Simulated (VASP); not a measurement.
Level of theory: PBEsol GGA, VASP's PBE PAW potentials (set 64) (plane waves; VASP).

Input for VASP

INCAR:
```
SYSTEM = BaS(100) slab
PREC = Normal
ENCUT = 400
EDIFF = 1E-6
NELM = 100
ALGO = Normal
LREAL = .FALSE.
LASPH = .TRUE.
ISMEAR = 0
SIGMA = 0.05
GGA = PS
LMAXMIX = 4
LWAVE = .FALSE.
LCHARG = .FALSE.
NELMIN = 4
LDIPOL = .TRUE.
IDIPOL = 3
DIPOL = 0.5 0.5 0.5
LVHAR = .TRUE.
LORBIT = 11
```

**POSCAR**
```
BaS(100) slab
4.498650
  0.9999998943   0.0000000000   0.0000000000
  0.0000000000   0.9999998943   0.0000000000
  0.0000000000   0.0000000000   6.1481770731
Ba S
4 4
Direct
  0.0000000000   0.5000000000   0.3291882589
  0.5000000000   0.0000000000   0.4423423518
  0.0000000000   0.5000000000   0.5576576482
  0.5000000000   0.0000000000   0.6708117411
  0.0000000000   0.5000000000   0.4412685507
  0.5000000000   0.0000000000   0.3295684119
  0.0000000000   0.5000000000   0.6704315881
  0.5000000000   0.0000000000   0.5587314493
```

**KPOINTS**
```
Regular mesh
0
gamma
 5 5 1
0 0 0
```

POTCAR, in this order: Ba_sv S (PBE.64 set). Program: vasp_std. Read from the step before: WAVECAR.

The resulting files:

OUTCAR:
```
 ion  position               nearest neighbor table
   1  0.000  0.500  0.329-   5 3.10   6 3.18   6 3.18   6 3.18   6 3.18   2 4.46   2 4.46   2 4.46
                             2 4.46
   2  0.500  0.000  0.442-   6 3.12   5 3.18   5 3.18   5 3.18   5 3.18   8 3.22   1 4.46   1 4.46
                             1 4.46   1 4.46   3 4.50   3 4.50   3 4.50   3 4.50
   3  0.000  0.500  0.558-   7 3.12   8 3.18   8 3.18   8 3.18   8 3.18   5 3.22   4 4.46   4 4.46
                             4 4.46   4 4.46   2 4.50   2 4.50   2 4.50   2 4.50
   4  0.500  0.000  0.671-   8 3.10   7 3.18   7 3.18   7 3.18   7 3.18   3 4.46   3 4.46   3 4.46
                             3 4.46
   5  0.000  0.500  0.441-   1 3.10   2 3.18   2 3.18   2 3.18   2 3.18   3 3.22
   6  0.500  0.000  0.330-   2 3.12   1 3.18   1 3.18   1 3.18   1 3.18
   7  0.000  0.500  0.670-   3 3.12   4 3.18   4 3.18   4 3.18   4 3.18
   8  0.500  0.000  0.559-   4 3.10   3 3.18   3 3.18   3 3.18   3 3.18   2 3.22
  LATTYP: Found a simple tetragonal cell.
 ALAT       =     4.4986495247
 C/A-ratio  =     6.1481777227
 Subroutine PRICEL returns:
 Original cell was already a primitive cell.
 Subroutine GETGRP returns: Found 16 space group operations
The static configuration has the point symmetry D_2d.
 The point group associated with its full space group is D_4h.
The dynamic configuration has the point symmetry D_2d.
 Subroutine INISYM returns: Found 16 space group operations
 Subroutine IBZKPT returns following result:
 Found      6 irreducible k-points:

 Following reciprocal coordinates:
            Coordinates               Weight
  0.000000  0.000000  0.000000      1.000000
  0.200000  0.000000  0.000000      4.000000
  0.400000  0.000000  0.000000      4.000000
  0.200000  0.200000  0.000000      4.000000
  0.400000  0.200000  0.000000      8.000000
  0.400000  0.400000  0.000000      4.000000
   k-points           NKPTS =      6   k-points in BZ     NKDIM =      6   number of bands    NBANDS=     38
   number of dos      NEDOS =    301   number of ions     NIONS =      8
   total plane-waves  NPLWV =  80640
   dimension x,y,z NGX =    24 NGY =   24 NGZ =  140
   dimension x,y,z NGXF=    48 NGYF=   48 NGZF=  280
   ions per type =               4   4
...
```

OSZICAR:
```
       N       E                     dE             d eps       ncg     rms          rms(c)
DAV:   1    -0.419834311736E+02   -0.41983E+02   -0.61775E-05   554   0.448E-02    0.115E-02
DAV:   2    -0.419834257593E+02    0.54143E-05   -0.15108E-05   450   0.203E-02    0.473E-03
DAV:   3    -0.419834240955E+02    0.16638E-05   -0.82095E-06   454   0.120E-02    0.194E-03
DAV:   4    -0.419834240602E+02    0.35252E-07   -0.20888E-06   416   0.586E-03
   1 F= -.41983424E+02 E0= -.41983424E+02  d E =-.202429E-10
```

File OUTCAR:
```
------------------------ aborting loop because EDIFF is reached ----------------------------------------
  FORCE on cell =-STRESS in cart. coord.  units (eV):
  Direction    XX          YY          ZZ          XY          YZ          ZX
  --------------------------------------------------------------------------------------
  Total       -1.8705464     -1.8705464     -0.1903335      0.0000000     -0.0000000      0.0000000
  in kB       -5.3540962     -5.3540962     -0.5447947      0.0000000     -0.0000000      0.0000000
  external PRESSURE =      -3.7509957 kB  Pullay stress =       0.0000000 kB
  volume of cell :      559.75
      direct lattice vectors                 reciprocal lattice vectors
     4.498649525  0.000000000  0.000000000     0.222288932  0.000000000  0.000000000
     0.000000000  4.498649525  0.000000000     0.000000000  0.222288932  0.000000000
     0.000000000  0.000000000 27.658496790     0.000000000  0.000000000  0.036155255
 POSITION                                       TOTAL-FORCE (eV/Angst)
 -----------------------------------------------------------------------------------
      0.00000      2.24932      9.10485         0.000000      0.000000      0.020297
      2.24932      0.00000     12.23452         0.000000      0.000000     -0.003910
      0.00000      2.24932     15.42397        -0.000000     -0.000000      0.003910
      2.24932      0.00000     18.55364         0.000000      0.000000     -0.020297
      0.00000      2.24932     12.20482         0.000000      0.000000      0.024800
      2.24932      0.00000      9.11537         0.000000     -0.000000     -0.009525
      0.00000      2.24932     18.54313         0.000000     -0.000000      0.009525
      2.24932      0.00000     15.45367         0.000000      0.000000     -0.024800
 -----------------------------------------------------------------------------------
    total drift:                               -0.000000      0.000000      0.000000
  FREE ENERGIE OF THE ION-ELECTRON SYSTEM (eV)
  ---------------------------------------------------
  free  energy   TOTEN  =       -41.9834240602 eV

  energy  without entropy=      -41.9834240602  energy(sigma->0) =      -41.98342406

 total charge

# of ion       s       p       d       tot
------------------------------------------
    1        2.006   5.597   0.283   7.886
    2        2.008   5.606   0.292   7.906
    3        2.008   5.606   0.292   7.906
    4        2.006   5.597   0.283   7.886
    5        1.317   2.406   0.000   3.723
    6        1.318   2.388   0.000   3.706
    7        1.318   2.388   0.000   3.706
    8        1.317   2.406   0.000   3.723
--------------------------------------------------
tot         13.297  31.994   1.150  46.441
```
(Selected blocks of OUTCAR.)

The cell is a thin slab with vacuum, built from BaS (rock salt): (100) face.
